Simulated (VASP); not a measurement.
These are PBE GGA, VASP's PBE PAW potentials (set 64) (plane waves; VASP 6.6.1) values and carry that method's errors.

VASP ran on this input.

**KPOINTS**
```
Regular mesh
0
G
10 10 3
0 0 0
```

### INCAR
```
# general
SYSTEM=C
PREC  =Accurate
ENCUT =520
LREAL =.False.   # projection in real space or not
LASPH =.True.   # aspherical one-centre terms

# electronic loop
EDIFF =1E-7   # SCF stop (eV)
NELM  =100
ALGO  =Normal   # blocked Davidson

# smearing
ISMEAR=0
SIGMA =0.05

# functional
GGA   =PE

# ions
IBRION=2   # conjugate gradients
NSW   =30   # most ionic steps
ISIF  =4
EDIFFG=-0.01   # ionic stop

# output
LWAVE =.False.
LCHARG=.False.
```

File POSCAR:
```
C
1
    1.2212083159    -2.1151943575     0.0000000000
    1.2212083159     2.1151943575     0.0000000000
    0.0000000000     0.0000000000     7.8470627563
C
4
Direct
  1.0000000000   0.0000000000   0.2500000000
  0.0000000000   1.0000000000   0.7500000000
  0.3333330000   0.6666670000   0.2500000000
  0.6666670000   0.3333330000   0.7500000000
```

POTCAR, in this order: C (PBE.64 set). Program: vasp_std.

Output

File OSZICAR:
```
       N       E                     dE             d eps       ncg     rms          rms(c)
DAV:   1     0.595928163910E+02    0.59593E+02   -0.83021E+03   672   0.121E+03
DAV:   2    -0.344805863637E+02   -0.94073E+02   -0.86610E+02   928   0.241E+02
DAV:   3    -0.394876657696E+02   -0.50071E+01   -0.49430E+01   844   0.559E+01
DAV:   4    -0.395702070043E+02   -0.82541E-01   -0.82397E-01   828   0.798E+00
DAV:   5    -0.395722547981E+02   -0.20478E-02   -0.20468E-02   856   0.127E+00    0.926E+00
DAV:   6    -0.375476525669E+02    0.20246E+01   -0.19394E+00   784   0.973E+00    0.542E+00
DAV:   7    -0.368681837011E+02    0.67947E+00   -0.23256E+00   760   0.106E+01    0.149E+00
DAV:   8    -0.368808660919E+02   -0.12682E-01   -0.76690E-02   772   0.193E+00    0.146E-01
DAV:   9    -0.368806090178E+02    0.25707E-03   -0.15748E-03   848   0.323E-01    0.807E-02
DAV:  10    -0.368809897619E+02   -0.38074E-03   -0.61302E-04   804   0.199E-01    0.390E-02
DAV:  11    -0.368809929995E+02   -0.32376E-05   -0.88143E-06   876   0.254E-02    0.369E-03
DAV:  12    -0.368809949227E+02   -0.19232E-05   -0.13779E-06   828   0.110E-02    0.413E-03
DAV:  13    -0.368809948890E+02    0.33703E-07   -0.16925E-07   844   0.386E-03
   1 F= -.36880995E+02 E0= -.36880995E+02  d E =-.368810E+02
       N       E                     dE             d eps       ncg     rms          rms(c)
DAV:   1    -0.370057979484E+02   -0.12480E+00   -0.41759E+00   672   0.176E+01    0.122E+00
DAV:   2    -0.369393965611E+02    0.66401E-01   -0.86215E-02   744   0.229E+00    0.715E-01
DAV:   3    -0.369074583399E+02    0.31938E-01   -0.93834E-02   780   0.212E+00    0.194E-01
DAV:   4    -0.369076767466E+02   -0.21841E-03   -0.42649E-03   748   0.503E-01    0.618E-02
DAV:   5    -0.369074071442E+02    0.26960E-03   -0.77347E-04   820   0.199E-01    0.153E-02
DAV:   6    -0.369074208964E+02   -0.13752E-04   -0.33670E-05   804   0.458E-02    0.136E-02
DAV:   7    -0.369074222657E+02   -0.13692E-05   -0.15165E-05   816   0.338E-02    0.234E-03
DAV:   8    -0.369074223340E+02   -0.68316E-07   -0.36331E-07   784   0.493E-03
   2 F= -.36907422E+02 E0= -.36907422E+02  d E =-.264274E-01
       N       E                     dE             d eps       ncg     rms          rms(c)
DAV:   1    -0.369096425615E+02   -0.22203E-02   -0.68531E-02   680   0.224E+00    0.155E-01
DAV:   2    -0.369085504184E+02    0.10921E-02   -0.14621E-03   744   0.298E-01    0.916E-02
DAV:   3    -0.369080127310E+02    0.53769E-03   -0.16437E-03   784   0.280E-01    0.259E-02
DAV:   4    -0.369080119131E+02    0.81789E-06   -0.61786E-05   760   0.600E-02    0.103E-02
DAV:   5    -0.369080109581E+02    0.95500E-06   -0.55959E-06   812   0.206E-02    0.204E-03
DAV:   6    -0.369080111806E+02   -0.22247E-06   -0.33328E-07   824   0.441E-03    0.188E-03
DAV:   7    -0.369080112957E+02   -0.11507E-06   -0.27280E-07   756   0.479E-03    0.136E-04
DAV:   8    -0.369080112840E+02    0.11623E-07   -0.66731E-09   540   0.723E-04
   3 F= -.36908011E+02 E0= -.36908011E+02  d E =-.270164E-01
```

File OUTCAR:
```
------------------------ aborting loop because EDIFF is reached ----------------------------------------
  FORCE on cell =-STRESS in cart. coord.  units (eV):
  Direction    XX          YY          ZZ          XY          YZ          ZX
  --------------------------------------------------------------------------------------
  Total        0.1302626      0.1302625      0.1336675      0.0000000      0.0000000      0.0000000
  in kB        5.1481725      5.1481700      5.2827421      0.0000000      0.0000000      0.0000000
  external PRESSURE =       5.1930282 kB  Pullay stress =       0.0000000 kB
  volume of cell :       40.54
      direct lattice vectors                 reciprocal lattice vectors
     1.233239619 -2.136033151 -0.000000000     0.405436212 -0.234078764 -0.000000000
     1.233239619  2.136033151 -0.000000000     0.405436212  0.234078764  0.000000000
     0.000000000 -0.000000000  7.694700155     0.000000000  0.000000000  0.129959580
 POSITION                                       TOTAL-FORCE (eV/Angst)
 -----------------------------------------------------------------------------------
      0.00000     -0.00000      1.92368         0.000000      0.000000     -0.000000
      0.00000     -0.00000      5.77103        -0.000000     -0.000000      0.000000
      1.23324      0.71201      1.92368        -0.000000     -0.000000      0.000000
      1.23324     -0.71201      5.77103         0.000000      0.000000     -0.000000
 -----------------------------------------------------------------------------------
    total drift:                               -0.000000     -0.000000      0.000000
  FREE ENERGIE OF THE ION-ELECTRON SYSTEM (eV)
  ---------------------------------------------------
  free  energy   TOTEN  =       -36.9080112840 eV

  energy  without entropy=      -36.9080112840  energy(sigma->0) =      -36.90801128

 reached required accuracy - stopping structural energy minimisation
```
(Selected blocks of OUTCAR.)

File CONTCAR:
```
C
   1.00000000000000
     1.2332396191135855   -2.1360331513453361   -0.0000000000000000
     1.2332396191135855    2.1360331513453361   -0.0000000000000000
     0.0000000000000000   -0.0000000000000000    7.6947001547251368
  C
     4
Direct
     0.0000000000000000    0.0000000000000000    0.2500000000000000
     0.0000000000000000    0.0000000000000000    0.7500000000000000
     0.3333330000000032    0.6666669999999968    0.2500000000000000
     0.6666669999999968    0.3333330000000032    0.7500000000000000
```

Without a dispersion term in the relaxation, distances and binding between the weakly bound layers, chains or molecules are unreliable, and so is what depends on them.

The compound is C in the graphite structure. This cell is one point of a volume scan, at 0.97 of the reference volume. Symmetry was kept, so distortions that lower it aren't found.
